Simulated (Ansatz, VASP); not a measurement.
## Two plane-wave programs on Ga4AsN3

INCAR

```
PREC = Accurate
ENCUT = 520
EDIFF = 1E-6
ISMEAR = -1
SIGMA = 0.02
LREAL = F
LASPH = T
NELM = 60
ALGO = Normal
ISIF = 2
LWAVE = F
LCHARG = F
GGA = PE
NBANDS = 46
```

The input KPOINTS:

```
regular mesh
0
Gamma
  6 6 6
```

The input POSCAR:

```
Ga4AsN3
1.0
    4.8002853631      0.0000000000      0.0000000000
    0.0000000000      4.8002853631      0.0000000000
    0.0000000000      0.0000000000      4.8002853631
N Ga As
3 4 1
Direct
    0.5000000000      0.0000000000      0.0000000000
    0.0000000000      0.5000000000      0.0000000000
    0.0000000000      0.0000000000      0.5000000000
    0.2269913527      0.7730086473      0.7730086473
    0.7730086473      0.2269913527      0.7730086473
    0.7730086473      0.7730086473      0.2269913527
    0.2269913527      0.2269913527      0.2269913527
    0.5000000000      0.5000000000      0.5000000000
```

Input for Ansatz:

```yaml
crystal:
  lattice:
    - [4.8002853631, 0.0, 0.0]
    - [0.0, 4.8002853631, 0.0]
    - [0.0, 0.0, 4.8002853631]
  atoms:
    - { symbol: "N", position: [0.5, 0.0, 0.0] }
    - { symbol: Ga, position: [0.2269913527, 0.7730086473, 0.7730086473] }
    - { symbol: "N", position: [0.0, 0.5, 0.0] }
    - { symbol: Ga, position: [0.7730086473, 0.2269913527, 0.7730086473] }
    - { symbol: "N", position: [0.0, 0.0, 0.5] }
    - { symbol: Ga, position: [0.7730086473, 0.7730086473, 0.2269913527] }
    - { symbol: As, position: [0.5, 0.5, 0.5] }
    - { symbol: Ga, position: [0.2269913527, 0.2269913527, 0.2269913527] }
kpoints:
  mp_grid: { grid: [6, 6, 6] }
  band_path:
    path:
      - [0.0, 0.0, 0.0]
      - [0.0, 0.5, 0.0]
      - [0.5, 0.5, 0.0]
      - [0.5, 0.5, 0.5]
      - [0.05, 0.05, 0.05]
    npoints: 1
hamiltonian:
  xc: pbe
scf:
  occupations: { method: fermi_dirac, width: 0.02 }
  n_extra_bands: 6
output:
  forces: true
  stress: true
  eigenvalues: true
```

Alike in both runs: task single point; functional PBE; k mesh 6 × 6 × 6; occupations fermi-dirac, width 0.02 eV; no spin polarisation.

```csv
,VASP,Ansatz
version,VASP 6.6.1,Ansatz 0.2.0
potentials or method,"VASP PAW PBE potentials, release 64 (N, Ga_d, As)","plane waves, PAW"
plane-wave cutoff (eV),520,420
valence electrons in the cell,72,82
```

```csv
,VASP,Ansatz,Ansatz less VASP
pressure (GPa),5.2,4.9,-0.31
rms of the force components (eV/Å),0.033,0.036,+0.0028
```

The functional is the same, so the differences come from potentials, cutoffs and numerics. The two sets of potentials don't hold the same shells in valence.
